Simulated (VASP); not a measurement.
An input for Ansatz (written as the equivalent of a VASP run, and not itself run):

Ansatz 0.2 input:
```yaml
crystal:
  lattice:
    - [1.3852047, -2.3992451, 0.0000000]
    - [1.3852047, 2.3992451, 0.0000000]
    - [0.0000000, 0.0000000, 4.3693963]
  atoms:
    - { symbol: Ru, position: [0.3333330, 0.6666670, 0.2500000] }
    - { symbol: Ru, position: [0.6666670, 0.3333330, 0.7500000] }
kpoints:
  mp_grid: { grid: [14, 14, 8] }
hamiltonian:
  xc: pbesol
  pseudopotentials: { kind: paw }
scf:
  occupations: { method: methfessel_paxton, width: 0.1 }
  max_iter: 100
output: { forces: true, stress: true, eigenvalues: true }
```

**Question.** Translate this input to VASP (INCAR, KPOINTS, POSCAR, choice of POTCAR).

**Answer.** This is not unique; one that fits is 
### POSCAR
```
Ru
1
    1.3852047123    -2.3992450973     0.0000000000
    1.3852047123     2.3992450973     0.0000000000
    0.0000000000     0.0000000000     4.3693962507
Ru
2
Direct
  0.3333330000   0.6666670000   0.2500000000
  0.6666670000   0.3333330000   0.7500000000
```

### KPOINTS
```
Automatic
0
G
14 14 8
```

### INCAR
```
SYSTEM=Ru
PREC=Accurate; ENCUT=480; LREAL=.False.
LASPH=.True.
EDIFF=1E-7; NELM=100; ALGO=Normal
LMAXMIX=4
ISMEAR=1; SIGMA=0.1
GGA=PS
ISIF=2
LWAVE=.False.; LCHARG=.False.
```

POTCAR, in this order: Ru_pv (PBE.64 set). Program: vasp_std.

The two are equivalent in intent, not identical: each code has its own PAW files, so the cut-off isn't converted (ENCUT is set for VASP's; basis.ecutwfc is left out, and Ansatz then takes the one that its files recommend); Ansatz stops its SCF on the density residual and VASP on the energy change (EDIFF).

The compound is Ru in the hcp structure. This cell was strained or had an atom moved on purpose.
